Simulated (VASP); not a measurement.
Input:

```xyz
2
Lattice="2.8945 0.0000 0.0000 0.0000 2.8945 0.0000 0.0000 0.0000 2.8945" Properties=species:S:1:pos:R:3 pbc="T T T"
Al     1.4472     1.4472     1.4472
Ni     0.0000     0.0000     0.0000
```

Method: PW91 GGA, VASP's PBE PAW potentials (set 64) (plane waves; VASP). Numerical set-up: 520 eV cut-off, Gaussian smearing of 0.050 eV, potentials Al Ni.

### Question
Estimate the band gap (along the path) with the smallest direct gap where there is one.

### Answer

```
Item                                                         Result
-------------------------  ----------------------------------------
band gap (along the path)  none (metal, semimetal or under 0.01 eV)
```

Total energies compare only between runs with the same potentials, cut-off and functional.

The compound is NiAl in the CsCl type structure. It was relaxed first. The run is not spin-polarised, so no magnetic state was tried. The electron count is odd and the run is not spin-polarised, which forces a metal.
